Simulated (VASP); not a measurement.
Runs of VASP 6.6.1 on K3Pd. Symmetry: Pm-3m, No. 221, cubic system. The conventional cell has a = 5.445 Å, b = 5.445 Å, c = 5.445 Å, α = 90.00°, β = 90.00°, γ = 90.00°. Pd (site symmetry m-3m) is surrounded by 12 K at 3.85 Å. Around K (site symmetry 4/mmm) lie 4 Pd at 3.85 Å and 8 K at 3.85 Å. The cell comes from a database or a generator and needn't be the stable form of this composition.

| task | level | potentials or basis | spin | cell | k mesh | cutoff (eV) | smearing | wannier functions beyond the filled bands | centre of the SCDM window over the Fermi level (eV) | width of the SCDM window (eV) | other keys | mesh quality | pressure (GPa) |
| --- | --- | --- | --- | --- | --- | --- | --- | --- | --- | --- | --- | --- | --- |
| single point | BLYP+D3(BJ) | VASP PAW PBE potentials, release 64 (Pd, K_pv) | SOC, no magnetisation | as given | 4 × 4 × 4 | 500 | tetrahedron | - | - | - | - | not flagged | -1.6 |
| single point | RPBE | VASP PAW PBE potentials, release 64 (Pd, K_sv) | off | as given | 5 × 5 × 5 | 520 | gaussian 0.02 eV | - | - | - | - | not flagged | (a) |
| electrostatic potential | PBE+TS-HI | VASP PAW PBE potentials, release 64 (Pd, K_sv) | SOC, no magnetisation | as given | 4 × 4 × 4 | 520 | fermi-dirac 0.02 eV | - | - | - | - | not flagged | -8.4 |
| single point | optPBE-vdW | VASP PAW PBE potentials, release 64 (Pd, K_pv) | SOC, no magnetisation | volume scaled by 0.96 | 4 × 4 × 4 | 500 | gaussian 0.005 eV | - | - | - | ISMEAR = 0; SIGMA = 0.005; NBANDS = 43 | not flagged | 0.1 |

Fill in the values left out.

(a) 0.9.

Caveats: the PAW data sets were made with another functional, which shifts forces and pressure a little (some runs).

The runs don't all hold the same shells in valence.
